Whether a Raman spectrometer for MoS₂ needs special low-frequency filters depends on which vibration is to be followed. Ordinary filters block the region below very roughly 100 cm⁻¹. Motions inside a layer lie far above that limit, whereas the sliding of whole layers, at 31.8 cm⁻¹, lies well below it. One spring constant, the atomic masses and the direction of the bonds are enough to estimate the motions inside a layer by hand.

VASP 6.6.1, rev-vdW-DF2 functional with the recommended PAW PBE potentials (Mo_sv, S), for bulk MoS₂ (P6₃/mmc, 6 atoms per cell) at its relaxed structure. Harmonic phonons from finite displacements of 0.015 Å; q row 1 is the zone centre (0, 0, 0). Plane-wave cutoff 600 eV, 12×12×3 k mesh, Gaussian smearing of 0.03 eV, no spin polarisation or spin–orbit coupling.

```csv
row,phonon q row (row),phonon frequency (cm⁻¹)
1,1,0.0
2,1,0.0
3,1,0.0
4,1,31.8
5,1,31.8
6,1,55.6
7,1,277.4
8,1,277.4
9,1,279.9
10,1,279.9
11,1,374.1
12,1,374.1
13,1,374.2
14,1,374.2
15,1,396.2
16,1,402.3
17,1,457.1
18,1,461.4
```

**Rows 1 to 6: the bonds keep their length.** In the first three rows the whole crystal shifts, which costs no energy. In rows 4 and 5 neighbouring layers slide past each other, and in row 6 they move apart and together. Each layer stays rigid, so only the weak contact between layers resists. That contact is held largely by van der Waals attraction, which this density functional contains without an added correction.

**The rule for the other twelve rows.** All rows belong to the zone centre (phonon q row 1), where every cell moves alike and each plane of atoms shifts as a rigid sheet. Only the shift of an S sheet relative to its Mo sheet then stretches bonds. Each S atom has three Mo neighbours, and each bond acts as a spring $k$ at an angle $\theta$ to the layer normal. A spring resists only the part of a motion that runs along it, so the stiffness $K$ per S atom is

$$K_{\text{axis}}=3k\cos^2\theta,\qquad K_{\text{plane}}=\tfrac{3}{2}k\sin^2\theta .$$

The relaxed structure has $\cos^2\theta=0.424$, which gives $1.27k$ along the axis and $0.864k$ in the plane. An S sheet is therefore harder to shift along the normal than in the plane, although all Mo–S bonds are equal.

The mass depends on who moves. If the two S sheets of a layer move against each other, their pulls on Mo cancel, Mo rests, and the effective mass $\mu$ is that of sulfur, 32 u. If both S sheets move together against Mo, the metal is pulled from two sides and recoils, so that $1/\mu=1/32+2/96$ and $\mu=19.2$ u. With $K$ in N/m and $\mu$ in u, the frequency in cm⁻¹ is

$$\tilde\nu=130.3\,\sqrt{K/\mu}.$$

A single value, $k=189$ N/m, was fitted to rows 7 to 18, and both rows worked below were part of that fit.

**Rows 7 to 10: sulfur against sulfur, in the plane.** Equal frequencies in pairs mark motion in the plane, where two directions are equivalent. Which atoms move is taken from the established vibration patterns of this crystal, not from the frequencies. Here the softer direction meets the larger effective mass, so this group must be the lowest of the four. The rule gives 294 cm⁻¹, about 6 % above row 7.

**Rows 11 to 14: molybdenum joins in.** The stiffness is the same as before, but the recoil of Mo lowers the effective mass and raises the frequency. For row 11, $K=0.864\times189=163$ N/m, and

$$\tilde\nu=130.3\,\sqrt{163/19.2}\approx380\ \text{cm}^{-1}.$$

The table has 374.1, so the estimate is about 2 % too high. A heavier metal on the same springs would recoil less and lower this group, while rows 7 to 10 would stay where they are.

**Rows 15 and 16: where one spring is too few.** Now the S sheets of a layer move against each other along the axis. For row 16, $K=1.27\times189=240$ N/m and $\mu=32$ u, which gives 357 cm⁻¹. The table has 402.3, so the estimate is 11 % too low, the largest relative miss among the twelve rows.

This motion squeezes the two S sheets together, and the rule counts no force between them. A spring of 35 N/m between the sheets, with $k$ refitted to 181 N/m, brings all twelve rows within 4 %. The added spring acts in this group alone, so the repair of rows 15 and 16 is no test of its origin. Direct repulsion between S atoms is a plausible guess, but resistance of the bond angles, which would act in the other groups too, could also raise these rows.

**Rows 17 and 18: stiff direction, small effective mass.** Both factors now push upwards, and the one-spring rule gives 461 cm⁻¹, within 1 % of both rows. It cannot separate the two, because they differ only in how neighbouring layers move relative to each other. The weak contact seen in rows 4 to 6 should contribute to such splittings, but an estimate from it alone is too large in all four groups. For rows 11 to 14 it gives 2 cm⁻¹, where the table shows only 0.1.

With $k$ fitted to this crystal, the rule reproduces the vibrations inside a layer to about a tenth of their frequency. That is ample for choosing a filter but too coarse for identifying close peaks, and another compound needs its own $k$. Whether a vibration appears in a Raman spectrum at all is decided by its symmetry, which the rule does not treat. The rule is made for the zone centre and fails once the atoms within a sheet move out of step. Where Mo moves against S, some vibrations also carry an electric field that raises their longitudinal form in a real crystal, and neither the rule nor this calculation includes that shift. The output below lists both fits and the splittings.

Numerical output:

```
fit of freq on 12 rows (inner): coefficient of 130.28*sqrt(xx) 13.76 +/- 0.22; rms 19.8, worst 16 -44.9, leave-one-out rms 21.4
  rows outside the fit (model, value, miss): 1 0, 0, 0; 2 0, 0, 0; 3 0, 0, 0; 4 0, 31.8, -31.8; 5 0, 31.8, -31.8; 6 0, 55.6, -55.6
fit of freq on 12 rows (inner): coefficient of 130.28*sqrt(xx + s*ssp) 13.45 +/- 0.078, s 0.1958; rms 6.69, worst 7 10.5, leave-one-out rms 7.64
  rows outside the fit (model, value, miss): 1 0, 0, 0; 2 0, 0, 0; 3 0, 0, 0; 4 0, 31.8, -31.8; 5 0, 31.8, -31.8; 6 0, 55.6, -55.6
stiffness per S in the plane, in units of k: 0.8639
stiffness per S along the axis, in units of k: 1.272
one-constant rule: bond spring k, N/m: 189.3
one-constant rule: rows 7-10, 1/cm: 294.5
one-constant rule: rows 11-14, 1/cm: 380.2
one-constant rule: rows 15-16, 1/cm: 357.4
one-constant rule: rows 17-18, 1/cm: 461.4
one-constant rule: largest miss in rows 7-18, percent: 11.16
two-constant rule: bond spring k, N/m: 180.9
two-constant rule: spring between the S planes of a layer, N/m: 35.43
two-constant rule: largest miss in rows 7-18, percent: 3.799
splitting rows 7-10 estimated from the shear mode, 1/cm: 4.536
splitting rows 7-10 in the table, 1/cm: 2.5
splitting rows 11-14 estimated from the shear mode, 1/cm: 2.027
splitting rows 11-14 in the table, 1/cm: 0.1
splitting rows 15-16 estimated from the breathing mode, 1/cm: 9.679
splitting rows 15-16 in the table, 1/cm: 6.1
splitting rows 17-18 estimated from the breathing mode, 1/cm: 5.048
splitting rows 17-18 in the table, 1/cm: 4.3
```
